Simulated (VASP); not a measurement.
Runs of VASP 6.6.1 on AlNi. The structure is cubic, space group Pm-3m (No. 221). Conventional cell: a = 2.881 Å, b = 2.881 Å, c = 2.881 Å, α = 90.00°, β = 90.00°, γ = 90.00°. Around Al (site symmetry m-3m) lie 8 Ni at 2.50 Å. Around Ni (site symmetry m-3m) lie 8 Al at 2.50 Å. 

```csv
level,potentials or basis,gap on the mesh (eV),pressure (GPa),relaxed volume (Å³/atom)
PBEsol,"VASP PAW PBE potentials, release 64 (Al, Ni)",none,0.0,(a)
r2SCAN,"VASP PAW PBE potentials, release 64 (Al, Ni)",none,0.1,11.71
PBE,"VASP PAW PBE potentials, release 64 (Al, Ni)",none,0.1,12.10
LDA,"VASP PAW LDA potentials, release 64 (Al, Ni)",none,-0.1,11.38
PBE+D3(BJ),"VASP PAW PBE potentials, release 64 (Al, Ni)",none,0.0,(b)
```

Alike in all rows: task relaxation of cell and atoms; no spin polarisation; cell relaxed; k mesh 14 × 14 × 14; cutoff (eV) 600; smearing methfessel-paxton 0.1 eV.

Task: Fill in the values left out.

Result: (a) 11.73; (b) 11.66.

Caveats: the PAW data sets were made with another functional, which shifts forces and pressure a little (some runs); pairwise dispersion overbinds metals, which lowers pressure and volume (some runs).

A k mesh can miss the band edges.

A gap of «none» marks a metal or a gap under the smearing width.

Not every run made on this cell is shown here.
